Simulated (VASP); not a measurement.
These are PBE GGA, VASP's PBE PAW potentials (set 64) (plane waves; VASP 6.6.1) values and carry that method's errors.

VASP ran on this input.

### POSCAR
```
KBr
1
    0.0000000000     3.4884000000     3.4884000000
    3.4884000000     0.0000000000     3.4884000000
    3.4884000000     3.4884000000     0.0000000000
K Br
1 1
Direct
  0.0000000000   0.0000000000   0.0000000000
  0.5000000000   0.5000000000   0.5000000000
```

### INCAR
```
# general
SYSTEM =KBr
PREC   =Accurate
ENCUT  =400
LREAL  =.FALSE.
LASPH  =.TRUE.

# electronic loop
EDIFF  =1E-6
NELM   =100
ALGO   =Normal
LMAXMIX=4

# smearing
ISMEAR =0
SIGMA  =0.05

# functional
GGA    =PE

# ions
IBRION =2
NSW    =60
ISIF   =3
EDIFFG =-0.01

# output
LWAVE  =.FALSE.
LCHARG =.FALSE.
```

KPOINTS:
```
Automatic mesh
0
Gamma
6 6 6
0 0 0
```

POTCAR, in this order: K_sv Br (PBE.64 set). Program: vasp_std.

Output of the run:

OSZICAR:
```
       N       E                     dE             d eps       ncg     rms          rms(c)
DAV:   1     0.862395048938E+02    0.86240E+02   -0.58806E+03   384   0.927E+02
DAV:   2    -0.820236618657E+00   -0.87060E+02   -0.82333E+02   500   0.229E+02
DAV:   3    -0.623469800574E+01   -0.54145E+01   -0.53945E+01   492   0.542E+01
DAV:   4    -0.640648675204E+01   -0.17179E+00   -0.17164E+00   652   0.859E+00
DAV:   5    -0.640810341203E+01   -0.16167E-02   -0.16166E-02   508   0.759E-01    0.251E+00
DAV:   6    -0.619086828722E+01    0.21724E+00   -0.33895E-01   452   0.282E+00    0.178E+00
DAV:   7    -0.617208518019E+01    0.18783E-01   -0.15120E-01   472   0.214E+00    0.907E-01
DAV:   8    -0.618365922027E+01   -0.11574E-01   -0.19871E-02   532   0.107E+00    0.132E-01
DAV:   9    -0.618454641530E+01   -0.88720E-03   -0.13703E-03   492   0.248E-01    0.882E-02
DAV:  10    -0.618502170068E+01   -0.47529E-03   -0.53165E-04   440   0.175E-01    0.172E-02
DAV:  11    -0.618502679427E+01   -0.50936E-05   -0.27689E-05   544   0.328E-02    0.594E-03
DAV:  12    -0.618503091294E+01   -0.41187E-05   -0.42712E-06   440   0.173E-02    0.309E-03
DAV:  13    -0.618503161255E+01   -0.69961E-06   -0.90675E-07   412   0.613E-03
   1 F= -.61850316E+01 E0= -.61850316E+01  d E =-.618503E+01
       N       E                     dE             d eps       ncg     rms          rms(c)
DAV:   1    -0.643682812721E+01   -0.25180E+00   -0.49917E+00   444   0.220E+01    0.276E+00
DAV:   2    -0.625130699940E+01    0.18552E+00   -0.41388E-01   472   0.586E+00    0.113E+00
DAV:   3    -0.620802981214E+01    0.43277E-01   -0.15423E-01   668   0.319E+00    0.743E-01
DAV:   4    -0.620897753009E+01   -0.94772E-03   -0.27142E-03   620   0.399E-01    0.365E-01
DAV:   5    -0.620966395055E+01   -0.68642E-03   -0.33652E-03   656   0.292E-01    0.795E-02
DAV:   6    -0.620968670740E+01   -0.22757E-04   -0.99417E-05   456   0.112E-01    0.210E-02
DAV:   7    -0.620969086549E+01   -0.41581E-05   -0.88025E-06   592   0.234E-02    0.134E-02
DAV:   8    -0.620969792032E+01   -0.70548E-05   -0.39298E-06   656   0.175E-02    0.477E-03
DAV:   9    -0.620969870526E+01   -0.78494E-06   -0.38094E-07   296   0.689E-03
   2 F= -.62096987E+01 E0= -.62096987E+01  d E =-.246671E-01
       N       E                     dE             d eps       ncg     rms          rms(c)
DAV:   1    -0.659887220223E+01   -0.38917E+00   -0.82986E+00   468   0.284E+01    0.351E+00
DAV:   2    -0.629361091556E+01    0.30526E+00   -0.67307E-01   452   0.757E+00    0.146E+00
DAV:   3    -0.622161200011E+01    0.71999E-01   -0.26255E-01   644   0.417E+00    0.935E-01
DAV:   4    -0.622311635102E+01   -0.15044E-02   -0.45656E-03   564   0.531E-01    0.483E-01
DAV:   5    -0.622436128498E+01   -0.12449E-02   -0.54842E-03   636   0.335E-01    0.106E-01
DAV:   6    -0.622443001946E+01   -0.68734E-04   -0.17579E-04   460   0.143E-01    0.264E-02
DAV:   7    -0.622443959275E+01   -0.95733E-05   -0.11191E-05   500   0.303E-02    0.142E-02
DAV:   8    -0.622444797922E+01   -0.83865E-05   -0.61757E-06   732   0.230E-02    0.170E-03
DAV:   9    -0.622444794211E+01    0.37110E-07   -0.17815E-07   312   0.481E-03
   3 F= -.62244479E+01 E0= -.62244479E+01  d E =-.394163E-01
       N       E                     dE             d eps       ncg     rms          rms(c)
DAV:   1    -0.623928597450E+01   -0.14838E-01   -0.32297E-01   444   0.559E+00    0.732E-01
DAV:   2    -0.622760312603E+01    0.11683E-01   -0.26762E-02   488   0.150E+00    0.296E-01
DAV:   3    -0.622467835768E+01    0.29248E-02   -0.97603E-03   664   0.809E-01    0.214E-01
DAV:   4    -0.622476987336E+01   -0.91516E-04   -0.19650E-04   672   0.103E-01    0.916E-02
DAV:   5    -0.622481524834E+01   -0.45375E-04   -0.26935E-04   708   0.935E-02    0.171E-02
DAV:   6    -0.622481395125E+01    0.12971E-05   -0.63597E-06   592   0.263E-02    0.636E-03
DAV:   7    -0.622481402775E+01   -0.76505E-07   -0.48751E-07   324   0.462E-03
   4 F= -.62248140E+01 E0= -.62248140E+01  d E =-.397824E-01
```

### OUTCAR
```
------------------------ aborting loop because EDIFF is reached ----------------------------------------
  FORCE on cell =-STRESS in cart. coord.  units (eV):
  Direction    XX          YY          ZZ          XY          YZ          ZX
  --------------------------------------------------------------------------------------
  Total        0.0126714      0.0126714      0.0126714      0.0000000      0.0000000      0.0000000
  in kB        0.2693113      0.2693113      0.2693113      0.0000000      0.0000000      0.0000000
  external PRESSURE =       0.2693113 kB  Pullay stress =       0.0000000 kB
  volume of cell :       75.38
      direct lattice vectors                 reciprocal lattice vectors
     0.000000000  3.352872764  3.352872764    -0.149125850  0.149125850  0.149125850
     3.352872764  0.000000000  3.352872764     0.149125850 -0.149125850  0.149125850
     3.352872764  3.352872764  0.000000000     0.149125850  0.149125850 -0.149125850
  FREE ENERGIE OF THE ION-ELECTRON SYSTEM (eV)
  ---------------------------------------------------
  free  energy   TOTEN  =        -6.2248140278 eV

  energy  without entropy=       -6.2248140278  energy(sigma->0) =       -6.22481403

 reached required accuracy - stopping structural energy minimisation
```
(Selected blocks of OUTCAR.)

CONTCAR:
```
KBr
   1.00000000000000
     0.0000000000000000    3.3528727642797587    3.3528727642797587
     3.3528727642797587    0.0000000000000000    3.3528727642797587
     3.3528727642797587    3.3528727642797587    0.0000000000000000
  K               Br
     1     1
Direct
     1.0000000000000000    0.0000000000000000    0.0000000000000000
     0.5000000000000000    0.5000000000000000    0.5000000000000000
```

Energy and stress use the plane-wave basis of the starting cell.

The structure was generated: KBr was put into the rock salt type (Fm-3m), which need not be its known phase. This run relaxes it. Symmetry was kept, so distortions that lower it aren't found.
